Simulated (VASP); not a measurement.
Given:

```
HgTe
1.0
    0.00000     3.27357     3.27357
    3.27357     0.00000     3.27357
    3.27357     3.27357     0.00000
Hg Te
1 1
Direct
  0.00000   0.00000   0.00000
  0.25000   0.25000   0.25000
```

Level of theory: PBE GGA with D4 dispersion, VASP's PBE PAW potentials (set 64) (plane waves; VASP 6.6.1). Settings: 520 eV cut-off, 9×9×9 Γ-centred mesh, first-order Methfessel-Paxton smearing of 0.10 eV, potentials Hg Te.

Unless said otherwise, spin-orbit coupling is left out, though it shifts the bands of the heavy elements here.

Task: Predict the energy per atom (σ→0), band gap (on the k-mesh) with the smallest direct gap where there is one.

Result: 
```yaml
band gap (on the k-mesh): none (metal, semimetal or under 0.01 eV)
energy per atom (σ→0): -2.182 eV/atom
```

The absolute energy has meaning only against runs of the same code, potentials and settings.

The compound is HgTe in the zinc blende structure. It was relaxed first. The start is the result of an earlier pass.
